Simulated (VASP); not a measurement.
# A VASP study of ZrSi2 (LDA): structure first, properties next, part 2 of 2

Wanted: the relaxed cell of ZrSi2 and its properties. Left out of this account: 1 further run (bands with LDA: it shows nothing beyond the runs told). The start is a cell from a database of measured crystal structures.

VASP 6.6.1; LDA; plane waves and PAW (Zr_sv, Si).

So far. Step 6 (Bands along the symmetry lines (LDA)): There is no gap at this level. Step 7 (Density of states (LDA)): The finer mesh and the other smearing move the Fermi level by -0.02 eV from the 6×6×6 run, a small shift, which tests the Fermi level alone. Of the states within 0.3 eV of the Fermi level, the largest shares in the PAW spheres are Zr d 36 % and Si p 14 %. The rest lies in smaller channels or between the spheres.

The database entry behind the starting cell differs from later determinations by our own check (a about 0.3 % long), so it need not match the best structure at ambient conditions.

## Step 8: Optical spectrum (LDA)

LOPTICS sums transitions from filled to empty bands. NBANDS is raised for it.

File INCAR:

```
SYSTEM = ZrSi2
PREC = Accurate
ENCUT = 400
EDIFF = 1E-06
NELM = 100
ISMEAR = 0
SIGMA = 0.05
LREAL = .FALSE.
ALGO = Normal
GGA = CA
NBANDS = 68
LASPH = .TRUE.
LORBIT = 11
LWAVE = .FALSE.
LCHARG = .FALSE.
KPAR = 4
LOPTICS = .TRUE.
NEDOS = 1500
CSHIFT = 0.1
```

File POSCAR:

```
ZrSi2
1.0
    0.0000000000      0.0000000000     -3.6334602498
   -3.6643892752      0.0000000000      0.0000000000
   -1.8321946376      7.2286144981      0.0000000000
Zr Si
2 4
Direct
    0.7500000000      0.8956651100      0.2086697800
    0.2500000000      0.1043348900      0.7913302200
    0.7500000000      0.5540394371      0.8919211258
    0.2500000000      0.4459605629      0.1080788742
    0.7500000000      0.2499386112      0.5001227775
    0.2500000000      0.7500613888      0.4998772225
```

File KPOINTS:

```
Automatic mesh
0
Gamma
9 9 9
0 0 0
```

Potentials, in the order of the species: Zr_sv and Si (LDA family, release 64).

Launch:

```
$ mpirun -np 4 vasp_std
```

Run time: 1.9 min. Hardware: 4 MPI ranks of Intel Xeon Platinum 8259CL at 2.50GHz (Skylake/Cascade Lake), shared host; peak memory 3.1 GiB; 6.7 min of CPU time.

On this mesh force components of up to 0.08 eV/Å appear, so the relaxed positions are not converged with the sampling. These are independent-particle spectra without excitons or local fields, and fine structure depends on the mesh and on CSHIFT. The intraband (Drude) part is not in this spectrum.

This step gave:

| Property | Result |
| --- | --- |
| electronic steps | 12 |
| bands | 68 |
| free energy (TOTEN) | -46.99 eV |
| energy at zero smearing | -46.99 eV |
| Fermi energy | 10.47 eV |
| pressure | -0.1118 GPa |

The imaginary dielectric function has structure finer than the step of the table below, so its rows give means over 1 eV, whole bins alone (the curve runs from 0 to 25.0 eV). Peaks (eV: height): xx 0.2: 85.4, 0.6: 62.2; yy 0.7: 35.1, 2.6: 30.7; zz 1.2: 22.5, 1.8: 27.6, 3.0: 23.8, 3.9: 23.6.

Table of imaginary dielectric function by photon energy; means over each step:

| photon energy (eV) | xx | yy | zz |
| --- | --- | --- | --- |
| 1 | 39.0 | 26.7 | 18.8 |
| 2 | 23.9 | 27.6 | 22.4 |
| 3 | 19.5 | 25.1 | 21.8 |
| 4 | 18.0 | 15.6 | 20.8 |
| 5 | 14.9 | 14.5 | 16.4 |
| 6 | 10.8 | 11.3 | 11.4 |
| 7 | 7.10 | 8.02 | 6.88 |
| 8 | 3.97 | 4.55 | 3.73 |
| 9 | 2.70 | 2.64 | 2.43 |
| 10 | 1.92 | 1.70 | 1.51 |
| 11 | 1.22 | 1.13 | 1.05 |
| 12 | 0.752 | 0.786 | 0.688 |
| 13 | 0.558 | 0.489 | 0.500 |
| 14 | 0.341 | 0.342 | 0.349 |
| 15 | 0.255 | 0.254 | 0.239 |
| 16 | 0.194 | 0.200 | 0.228 |
| 17 | 0.142 | 0.148 | 0.171 |
| 18 | 0.114 | 0.126 | 0.141 |
| 19 | 0.113 | 0.105 | 0.133 |
| 20 | 0.115 | 0.0951 | 0.112 |
| 21 | 0.109 | 0.0900 | 0.115 |
| 22 | 0.0993 | 0.0960 | 0.110 |
| 23 | 0.105 | 0.102 | 0.107 |
| 24 | 0.108 | 0.105 | 0.0992 |

Real dielectric function against photon energy:

| photon energy (eV) | xx | yy | zz |
| --- | --- | --- | --- |
| 0.0 | 157 | 48.9 | 44.4 |
| 0.5 | 61.1 | 56.3 | 39.9 |
| 1.0 | 5.80 | 29.4 | 29.2 |
| 1.5 | 13.6 | 22.2 | 23.1 |
| 2.0 | 12.6 | 17.5 | 13.7 |
| 2.5 | 4.57 | 10.5 | 13.2 |
| 3.0 | 5.47 | 1.03 | 10.1 |
| 3.5 | 2.54 | -1.24 | 5.64 |
| 4.0 | 1.74 | -2.07 | 0.380 |
| 4.5 | -2.20 | -0.0423 | -1.86 |
| 5.0 | -2.55 | -0.656 | -4.11 |
| 5.5 | -5.06 | -4.78 | -5.46 |
| 6.0 | -5.32 | -3.94 | -6.90 |
| 6.5 | -5.69 | -4.91 | -6.70 |
| 7.0 | -6.27 | -6.85 | -7.10 |
| 7.5 | -6.00 | -6.09 | -6.49 |
| 8.0 | -4.97 | -5.64 | -5.40 |
| 8.5 | -4.33 | -5.09 | -4.49 |
| 9.0 | -4.02 | -4.59 | -4.22 |
| 9.5 | -3.33 | -3.75 | -3.66 |
| 10.0 | -3.22 | -3.27 | -3.01 |
| 10.5 | -2.85 | -2.87 | -2.71 |
| 11.0 | -2.43 | -2.52 | -2.36 |
| 11.5 | -2.26 | -2.20 | -2.04 |
| 12.0 | -1.85 | -1.92 | -1.76 |
| 12.5 | -1.60 | -1.70 | -1.48 |
| 13.0 | -1.37 | -1.45 | -1.28 |
| 13.5 | -1.21 | -1.16 | -1.07 |
| 14.0 | -1.000 | -1.01 | -0.925 |
| 14.5 | -0.790 | -0.814 | -0.734 |
| 15.0 | -0.644 | -0.667 | -0.557 |
| 15.5 | -0.502 | -0.517 | -0.410 |
| 16.0 | -0.395 | -0.402 | -0.319 |
| 16.5 | -0.276 | -0.296 | -0.235 |
| 17.0 | -0.168 | -0.187 | -0.141 |
| 17.5 | -0.0711 | -0.0830 | -0.0467 |
| 18.0 | 0.0205 | -0.0207 | 0.0389 |
| 18.5 | 0.113 | 0.0747 | 0.121 |
| 19.0 | 0.181 | 0.145 | 0.178 |
| 19.5 | 0.248 | 0.222 | 0.240 |
| 20.0 | 0.310 | 0.280 | 0.310 |
| 20.5 | 0.356 | 0.344 | 0.372 |
| 21.0 | 0.410 | 0.411 | 0.425 |
| 21.5 | 0.456 | 0.462 | 0.470 |
| 22.0 | 0.517 | 0.513 | 0.511 |
| 22.5 | 0.570 | 0.566 | 0.562 |
| 23.0 | 0.614 | 0.610 | 0.617 |
| 23.5 | 0.666 | 0.658 | 0.655 |
| 24.0 | 0.716 | 0.716 | 0.708 |
| 24.5 | 0.768 | 0.767 | 0.766 |

Force by atom:

| atom | x (eV/Å) | y (eV/Å) | z (eV/Å) | size |
| --- | --- | --- | --- | --- |
| Zr1 | 0.0000 | 0.0820 | 0.0000 | 0.0820 |
| Zr2 | 0.0000 | -0.0820 | 0.0000 | 0.0820 |
| Si3 | 0.0000 | 0.0227 | 0.0000 | 0.0227 |
| Si4 | 0.0000 | -0.0227 | 0.0000 | 0.0227 |
| Si5 | 0.0000 | -0.0492 | 0.0000 | 0.0492 |
| Si6 | 0.0000 | 0.0492 | 0.0000 | 0.0492 |

## Step 9: Volume scan with LDA, volume scale 0.94

An equation of state needs energies on both sides of the minimum, all on one mesh and cutoff.

Changes to INCAR since step 8:

```diff
@@ -10,3 +10,3 @@
 GGA = CA
-NBANDS = 68
+NBANDS = 26
 LASPH = .TRUE.
@@ -16,4 +16,2 @@
 KPAR = 4
-LOPTICS = .TRUE.
-NEDOS = 1500
-CSHIFT = 0.1
+ISIF = 2
```

Changes to POSCAR since step 8:

```diff
@@ -2,5 +2,5 @@
 1.0
-    0.0000000000      0.0000000000     -3.6334602498
-   -3.6643892752      0.0000000000      0.0000000000
-   -1.8321946376      7.2286144981      0.0000000000
+    0.0000000000      0.0000000000     -3.5592871873
+   -3.5895848309      0.0000000000      0.0000000000
+   -1.7947924155      7.0810503476      0.0000000000
 Zr Si
```

File KPOINTS:

```
Automatic mesh
0
Gamma
6 6 6
0 0 0
```

Launch:

```
$ mpirun -np 4 vasp_std
```

The job ended after 21 s (4 MPI ranks; peak memory 0.74 GiB; 73 s of CPU time).

The scan keeps the cell's shape and the fractional positions fixed.

This step gave:

* electronic steps: 13
* bands: 26
* irreducible k points: 52
* free energy (TOTEN): -46.80 eV
* energy at zero smearing: -46.80 eV
* Fermi energy: 11.32 eV
* pressure: 10.15 GPa

Force by atom:

| atom | x (eV/Å) | y (eV/Å) | z (eV/Å) | size |
| --- | --- | --- | --- | --- |
| Zr1 | 0.000 | -0.102 | 0.000 | 0.102 |
| Zr2 | 0.000 | 0.102 | 0.000 | 0.102 |
| Si3 | 0.000 | -0.194 | 0.000 | 0.194 |
| Si4 | 0.000 | 0.194 | 0.000 | 0.194 |
| Si5 | 0.000 | -0.022 | 0.000 | 0.022 |
| Si6 | 0.000 | 0.022 | 0.000 | 0.022 |

The pressure here is 10.15 GPa.

## Step 10: Volume scan with LDA, volume scale 0.96

INCAR is that of step 9.

Changes to POSCAR since step 9:

```diff
@@ -2,5 +2,5 @@
 1.0
-    0.0000000000      0.0000000000     -3.5592871873
-   -3.5895848309      0.0000000000      0.0000000000
-   -1.7947924155      7.0810503476      0.0000000000
+    0.0000000000      0.0000000000     -3.5843534159
+   -3.6148644302      0.0000000000      0.0000000000
+   -1.8074322151      7.1309185424      0.0000000000
 Zr Si
```

KPOINTS is that of step 9.

Launch:

```
$ mpirun -np 4 vasp_std
```

Run time: 24 s. Hardware: 4 MPI ranks; peak memory 0.75 GiB.

Numbers from this step:

```yaml
free_energy_toten: -46.90 eV
energy_at_zero_smearing: -46.90 eV
fermi_energy: 11.06 eV
pressure: 6.370 GPa
```

Force by atom:

| atom | x (eV/Å) | y (eV/Å) | z (eV/Å) | size |
| --- | --- | --- | --- | --- |
| Zr1 | 0.000 | -0.054 | 0.000 | 0.054 |
| Zr2 | 0.000 | 0.054 | 0.000 | 0.054 |
| Si3 | 0.000 | -0.128 | 0.000 | 0.128 |
| Si4 | 0.000 | 0.128 | 0.000 | 0.128 |
| Si5 | 0.000 | -0.016 | 0.000 | 0.016 |
| Si6 | 0.000 | 0.016 | 0.000 | 0.016 |

The pressure falls from 10.15 to 6.37 GPa.

The run ends at a pressure of 6.37 GPa, with forces up to 0.13 eV/Å.

## Step 11: Volume scan with LDA, volume scale 0.98

INCAR is that of step 10.

Changes to POSCAR since step 10:

```diff
@@ -2,5 +2,5 @@
 1.0
-    0.0000000000      0.0000000000     -3.5843534159
-   -3.6148644302      0.0000000000      0.0000000000
-   -1.8074322151      7.1309185424      0.0000000000
+    0.0000000000      0.0000000000     -3.6090738758
+   -3.6397953176      0.0000000000      0.0000000000
+   -1.8198976588      7.1800988450      0.0000000000
 Zr Si
```

KPOINTS is that of step 10.

Launch:

```
$ mpirun -np 4 vasp_std
```

It took 20 s on 4 MPI ranks; peak memory 0.75 GiB.

The pressure falls from 6.37 to 3.04 GPa.

The run ends at a pressure of 3.04 GPa, with forces up to 0.059 eV/Å.

## Step 12: Volume scan with LDA, volume scale 1

INCAR is that of step 11.

Changes to POSCAR since step 11:

```diff
@@ -2,5 +2,5 @@
 1.0
-    0.0000000000      0.0000000000     -3.6090738758
-   -3.6397953176      0.0000000000      0.0000000000
-   -1.8198976588      7.1800988450      0.0000000000
+    0.0000000000      0.0000000000     -3.6334602498
+   -3.6643892752      0.0000000000      0.0000000000
+   -1.8321946376      7.2286144981      0.0000000000
 Zr Si
```

KPOINTS is that of step 11.

Launch:

```
$ mpirun -np 4 vasp_std
```

Elapsed: 24 s, on 4 MPI ranks; peak memory 0.76 GiB.

The pressure falls from 3.04 to 0.01 GPa.

The run ends at a pressure of 0.01 GPa, with forces up to 0.0053 eV/Å.

## Step 13: Volume scan with LDA, volume scale 1.02

INCAR is that of step 12.

Changes to POSCAR since step 12:

```diff
@@ -2,5 +2,5 @@
 1.0
-    0.0000000000      0.0000000000     -3.6334602498
-   -3.6643892752      0.0000000000      0.0000000000
-   -1.8321946376      7.2286144981      0.0000000000
+    0.0000000000      0.0000000000     -3.6575236017
+   -3.6886574611      0.0000000000      0.0000000000
+   -1.8443287305      7.2764875124      0.0000000000
 Zr Si
```

KPOINTS is that of step 12.

Launch:

```
$ mpirun -np 4 vasp_std
```

Elapsed: 23 s, on 4 MPI ranks; peak memory 0.77 GiB; 77 s of CPU time.

The pressure falls from 0.01 to -2.72 GPa.

The run ends at a pressure of -2.72 GPa, with forces up to 0.047 eV/Å.

## Step 14: Volume scan with LDA, volume scale 1.04

INCAR is that of step 13.

Changes to POSCAR since step 13:

```diff
@@ -2,5 +2,5 @@
 1.0
-    0.0000000000      0.0000000000     -3.6575236017
-   -3.6886574611      0.0000000000      0.0000000000
-   -1.8443287305      7.2764875124      0.0000000000
+    0.0000000000      0.0000000000     -3.6812744205
+   -3.7126104534      0.0000000000      0.0000000000
+   -1.8563052267      7.3237387553      0.0000000000
 Zr Si
```

KPOINTS is that of step 13.

Launch:

```
$ mpirun -np 4 vasp_std
```

Run time: 25 s. Hardware: 4 MPI ranks; peak memory 0.78 GiB; 87 s of CPU time.

The pressure falls from -2.72 to -5.19 GPa.

The run ends at a pressure of -5.19 GPa, with forces up to 0.089 eV/Å.

## Step 15: Volume scan with LDA, volume scale 1.06

A prediction first. A parabola through the 6 pressures of evenly scaled cells so far, P = -0.01 -144.2 t +315 t² GPa with t = ln(V/V₁) and V₁ the volume at scale 1, gives -7.34 GPa at t = +0.0583.

INCAR is that of step 14.

Changes to POSCAR since step 14:

```diff
@@ -2,5 +2,5 @@
 1.0
-    0.0000000000      0.0000000000     -3.6812744205
-   -3.7126104534      0.0000000000      0.0000000000
-   -1.8563052267      7.3237387553      0.0000000000
+    0.0000000000      0.0000000000     -3.7047226605
+   -3.7362582913      0.0000000000      0.0000000000
+   -1.8681291457      7.3703880306      0.0000000000
 Zr Si
```

KPOINTS is that of step 14.

Launch:

```
$ mpirun -np 4 vasp_std
```

Wall time 25 s (4 MPI ranks); peak memory 0.77 GiB.

The pressure falls from -5.19 to -7.46 GPa. The parabola predicted -7.34 GPa, +0.12 GPa off.

## Step 16: Side by side

Times are for 4 MPI ranks of Intel Xeon Platinum 8259CL at 2.50GHz (Skylake/Cascade Lake), shared host. The series side by side:

| no. | volume scale | energy above the lowest point (meV/atom) | pressure (GPa) | time | memory (GiB) |
| --- | --- | --- | --- | --- | --- |
| 1 | 0.94 | 29.64 | 10.15 | 21 s | 0.74 |
| 2 | 0.96 | 12.93 | 6.370 | 24 s | 0.75 |
| 3 | 0.98 | 3.29 | 3.040 | 20 s | 0.75 |
| 4 | 1 | 0 | 0.009292 | 24 s | 0.76 |
| 5 | 1.02 | 2.52 | -2.724 | 23 s | 0.77 |
| 6 | 1.04 | 10.23 | -5.191 | 25 s | 0.78 |
| 7 | 1.06 | 22.67 | -7.457 | 25 s | 0.77 |

## Step 17: Fit for LDA

This step: Birch-Murnaghan fit, LDA; plane waves and PAW (VASP 6.6.1).

Derived from the runs above.

This step gave:

| Item | Value |
| --- | --- |
| pressure derivative of the bulk modulus | 4.040 |
| r.m.s. error of the fit | 6.78e-6 eV/atom |
| minimum inside the sampled range | yes |
| bulk modulus | 143.3 GPa |
| equilibrium volume of the fit | 16.06 Å³/atom |

Table of energy above the fitted minimum by volume:

| volume (Å³/atom) | energy above the fitted minimum (eV/atom) |
| --- | --- |
| 15.078 | 0.0296 |
| 15.399 | 0.0129 |
| 15.720 | 0.00328 |
| 16.041 | -5.8e-6 |
| 16.362 | 0.00252 |
| 16.682 | 0.0102 |
| 17.003 | 0.0227 |

The fitted volume lies +0.10 % from the relaxed one. The atoms bear forces along the scan, since they were held; freeing them would lower the modulus.

## Step 18: Summary of results

```json
{"relaxed volume": "16.04 Å³/atom", "relaxed conventional cell a, b, c": "3.664, 14.457, 3.633 Å", "space group after relaxing, within 0.02 Å": "Cmcm (No. 63)", "band gap": "none, a metal", "DOS at the Fermi level": "1.26 states/eV/cell", "bulk modulus from the fit": "143 GPa", "volume from the fit": "16.1 Å³/atom"}
```

**Reading.** With LDA, ZrSi2 relaxes to 16.04 Å³/atom in space group Cmcm (held by the symmetry of the run), comes out as a metal and has a bulk modulus of 143 GPa at fixed shape and positions, an upper bound. Against the listed cell the volume lies -4.0 % (a -1.1 %, b -1.9 %, c -1.0 %). Bands along the symmetry lines (LDA): Of the bands kept, 2 cross the Fermi level on this path. Spin-orbit coupling is left out; it would split some degenerate bands. The k-sampling is coarse for a metal, so the Fermi level, pressures and the shape of the cell carry errors. No search among competing phases was made, and a listed structure need not be the one stable at ambient conditions. All values are for a static lattice at zero temperature.

[Lines on the potential files, build, host, timing and source positions are cut from VASP's logs without a mark.]

[Logs are printed without paths, hosts, clocks, repeated set-up lines and the standing remarks that a program may print on its own settings, such as how far it seeks lower states.]

[Hosts, paths, dates, database ids (printed as entryN), source tags and the programs' standing remarks are cut or masked in the printed files.]

[A measured line is paired with the nearest computed mode of its activity, which favours agreement.]
